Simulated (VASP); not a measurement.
Output of a VASP run:

**OSZICAR**
```
       N       E                     dE             d eps       ncg     rms          rms(c)
DAV:   1     0.441067563890E+02    0.44107E+02   -0.57264E+03  1928   0.110E+03
DAV:   2    -0.258326171051E+01   -0.46690E+02   -0.44599E+02  1900   0.207E+02
DAV:   3    -0.296281493054E+01   -0.37955E+00   -0.37946E+00  2188   0.230E+01
DAV:   4    -0.296356545936E+01   -0.75053E-03   -0.75052E-03  2141   0.984E-01
DAV:   5    -0.296357022672E+01   -0.47674E-05   -0.47683E-05  2084   0.720E-02    0.520E+00
DAV:   6    -0.271935167928E+01    0.24422E+00   -0.11421E+00  1901   0.116E+01    0.336E+00
DAV:   7    -0.271086389610E+01    0.84878E-02   -0.12262E-02  2021   0.122E+00    0.188E+00
DAV:   8    -0.270795669239E+01    0.29072E-02   -0.67895E-04  1939   0.258E-01    0.819E-02
DAV:   9    -0.270796260980E+01   -0.59174E-05   -0.61596E-06  2171   0.244E-02    0.145E-02
DAV:  10    -0.270796963314E+01   -0.70233E-05   -0.38265E-06  2027   0.246E-02    0.695E-03
DAV:  11    -0.270796914455E+01    0.48860E-06   -0.58663E-08   984   0.264E-03
   1 F= -.32949554E+01 E0= -.32948582E+01  d E =-.329496E+01
       N       E                     dE             d eps       ncg     rms          rms(c)
DAV:   1    -0.278805391536E+01   -0.80084E-01   -0.17582E+00  1898   0.163E+01    0.196E+00
DAV:   2    -0.269594456758E+01    0.92109E-01   -0.42512E-01  1892   0.708E+00    0.555E-01
DAV:   3    -0.269397749498E+01    0.19671E-02   -0.46292E-03  1935   0.678E-01    0.368E-01
DAV:   4    -0.269350277299E+01    0.47472E-03   -0.86091E-04  1969   0.270E-01    0.348E-02
DAV:   5    -0.269349950781E+01    0.32652E-05   -0.50365E-06  1976   0.254E-02    0.177E-02
DAV:   6    -0.269350074070E+01   -0.12329E-05   -0.12051E-06  1897   0.102E-02    0.163E-03
DAV:   7    -0.269350077173E+01   -0.31030E-07   -0.24150E-08   976   0.168E-03
   2 F= -.32957591E+01 E0= -.32957920E+01  d E =-.803735E-03
       N       E                     dE             d eps       ncg     rms          rms(c)
DAV:   1    -0.271349579198E+01   -0.19995E-01   -0.25509E-01  1897   0.627E+00    0.760E-01
DAV:   2    -0.270031682370E+01    0.13179E-01   -0.57507E-02  1892   0.263E+00    0.247E-01
DAV:   3    -0.269999360740E+01    0.32322E-03   -0.76807E-04  1929   0.278E-01    0.165E-01
DAV:   4    -0.269990106298E+01    0.92544E-04   -0.11533E-04  1978   0.103E-01    0.686E-03
DAV:   5    -0.269990149068E+01   -0.42770E-06   -0.19758E-06  1726   0.142E-02
   3 F= -.32962867E+01 E0= -.32962750E+01  d E =-.133136E-02
```

### OUTCAR
```
------------------------ aborting loop because EDIFF is reached ----------------------------------------
 Edisp (eV)   -0.59639
  FORCE on cell =-STRESS in cart. coord.  units (eV):
  Direction    XX          YY          ZZ          XY          YZ          ZX
  --------------------------------------------------------------------------------------
  Total       0.00312     0.00312     0.00312     0.00000     0.00000     0.00000
  in kB       0.29693     0.29693     0.29693     0.00000     0.00000     0.00000
  external pressure =        0.30 kB  Pullay stress =        0.00 kB
  volume of cell :       16.84
      direct lattice vectors                 reciprocal lattice vectors
    -0.000000000  2.034546934  2.034546934    -0.245754960  0.245754960  0.245754960
     2.034546934 -0.000000000  2.034546934     0.245754960 -0.245754960  0.245754960
     2.034546934  2.034546934 -0.000000000     0.245754960  0.245754960 -0.245754960
 POSITION                                       TOTAL-FORCE (eV/Angst)
 -----------------------------------------------------------------------------------
      0.00000     -0.00000      0.00000         0.000000     -0.000000     -0.000000
 -----------------------------------------------------------------------------------
    total drift:                               -0.000000     -0.000000     -0.000000
  FREE ENERGIE OF THE ION-ELECTRON SYSTEM (eV)
  ---------------------------------------------------
  free  energy   TOTEN  =        -3.2962867208 eV

  energy  without entropy=       -3.2962514357  energy(sigma->0) =       -3.29627496

 reached required accuracy - stopping structural energy minimisation
```
(Selected blocks of OUTCAR.)

**POSCAR**
```
Ag
1
    0.0000000000     2.0450000000     2.0450000000
    2.0450000000     0.0000000000     2.0450000000
    2.0450000000     2.0450000000     0.0000000000
Ag
1
Direct
  0.0000000000   0.0000000000   0.0000000000
```

Problem. Write an INCAR and KPOINTS that could have produced this output.

Solution. Several could match; the one computed here: the input of the run itself, PBE GGA with D3 dispersion (Becke-Johnson damping), plane waves, VASP's PBE PAW potentials (set 64).

File KPOINTS:
```
Regular mesh
0
G
  14 14 14
0 0 0
```

### INCAR
```
SYSTEM = Ag
PREC = Accurate; ENCUT = 520; LREAL = .FALSE.
LASPH = .TRUE.
EDIFF = 1E-6; NELM = 100; ALGO = Normal
LMAXMIX = 4
ISMEAR = 1; SIGMA = 0.1
GGA = PE; IVDW = 12
IBRION = 2; NSW = 60; ISIF = 3
EDIFFG = -0.01
LWAVE = .FALSE.; LCHARG = .FALSE.
```

POTCAR, in this order: Ag (PBE.64 set). Program: vasp_std.

The compound is Ag in the fcc structure. This run relaxes it. Symmetry was kept, so distortions that lower it aren't found.
